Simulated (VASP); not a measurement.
An input for Quantum ESPRESSO's pw.x (written as the equivalent of a VASP run, and not itself run):

```
&CONTROL
  calculation = 'relax'
  pseudo_dir = './pseudo'
  outdir = './out'
  tprnfor = .true.
  tstress = .true.
  nstep = 30
  forc_conv_thr = 3.9e-05
/
&SYSTEM
  ibrav = 0
  nat = 4
  ntyp = 2
  ecutwfc = 102
  occupations = 'smearing'
  smearing = 'methfessel-paxton'
  degauss = 0.00735
  input_dft = 'pz'
/
&ELECTRONS
  conv_thr = 7.3e-10
  electron_maxstep = 100
/
&IONS
/
ATOMIC_SPECIES
  Al 26.982 Al.upf
  Cd 112.414 Cd.upf
CELL_PARAMETERS angstrom
     4.1114218   -0.0000000   -0.0000000
    -0.0000000    4.1114218   -0.0000000
    -0.0000000   -0.0000000    4.1114218
ATOMIC_POSITIONS crystal
  Al   0.0000000  0.5000000  0.5000000
  Al   0.5000000  0.0000000  0.5000000
  Al   0.5000000  0.5000000  0.0000000
  Cd   0.0000000  0.0000000  0.0000000
K_POINTS automatic
  7 7 7 0 0 0
```

Problem. Translate this input to VASP (INCAR, KPOINTS, POSCAR, choice of POTCAR).

Solution. This is not unique; one that fits is 
### KPOINTS
```
Automatic
0
Gamma
7 7 7
0 0 0
```

INCAR:
```
PREC = Accurate
EDIFF = 1E-8   ! SCF stop (eV)
NSW = 30   ! most ionic steps
ALGO = Normal
ENCUT = 400
NELM = 100   ! most electronic steps
LMAXMIX = 4   ! l cut-off of mixed one-centre charges
SYSTEM = Al3Cd
LASPH = .True.
LWAVE = .False.
ISMEAR = 1   ! Methfessel-Paxton
EDIFFG = -0.001   ! ionic stop
IBRION = 1   ! quasi-Newton
LREAL = .False.   ! projection in real space or not
SIGMA = 0.1   ! width (eV)
LCHARG = .False.
ISIF = 2   ! forces and stress, cell fixed
```

POSCAR:
```
Al3Cd
1
    4.1114218255    -0.0000000000    -0.0000000000
   -0.0000000000     4.1114218255    -0.0000000000
   -0.0000000000    -0.0000000000     4.1114218255
Al Cd
3 1
Direct
  0.0000000000   0.5000000000   0.5000000000
  0.5000000000   0.0000000000   0.5000000000
  0.5000000000   0.5000000000   0.0000000000
  0.0000000000   0.0000000000   0.0000000000
```

POTCAR, in this order: Al Cd (LDA.64 set). Program: vasp_std.

The two are equivalent in intent, not identical: the potentials are each code's own (VASP's PAW set, PseudoDojo norm-conserving files in pw.x), so ENCUT and ecutwfc are chosen apart and not converted; conv_thr bounds pw.x's estimated SCF error, while EDIFF bounds the energy change between steps; forc_conv_thr acts on force components and is met together with etot_conv_thr.

The structure comes from a computed database's Al3Cd entry (Pm-3m); how it stands against other phases isn't given here. It was relaxed first, which changed the volume by -6 %. The start is the result of an earlier pass.
